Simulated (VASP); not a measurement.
```
CELL_PARAMETERS angstrom
      1.13012    -1.95743     0.00000
      1.13012     1.95743     0.00000
      0.00000     0.00000     3.55096
ATOMIC_POSITIONS crystal
  Be 0.33333 0.66667 0.25000
  Be 0.66667 0.33333 0.75000
```

These are PBEsol GGA, VASP's PBE PAW potentials (set 64) (plane waves; VASP 6.6.1) values and carry that method's errors. Numerical set-up: 480 eV cut-off, 18×18×10 Γ-centred mesh, first-order Methfessel-Paxton smearing of 0.10 eV, potentials Be.

Energy and stress use the plane-wave basis of the starting cell.

Problem. The ions, cell shape and volume at an external pressure of 15.0 GPa are relaxed. Give the cell that the relaxation ends in.

Solution. 
```
CELL_PARAMETERS angstrom
      1.08826    -1.88493     0.00000
      1.08826     1.88493     0.00000
      0.00000     0.00000     3.45658
ATOMIC_POSITIONS crystal
  Be 0.33333 0.66667 0.25000
  Be 0.66667 0.33333 0.75000
```
Space group P6_3/mmc (194), at a tolerance of 0.03 Å.

Problem. How do energy and volume change from the first to the last step?

Solution. The energy (σ→0) changes by +32.9 meV/atom and the volume by -9.7 %, in 7 ionic steps.

The compound is Be in the hcp structure. This run relaxes it under an external pressure of 15 GPa. Symmetry was kept, so distortions that lower it aren't found.
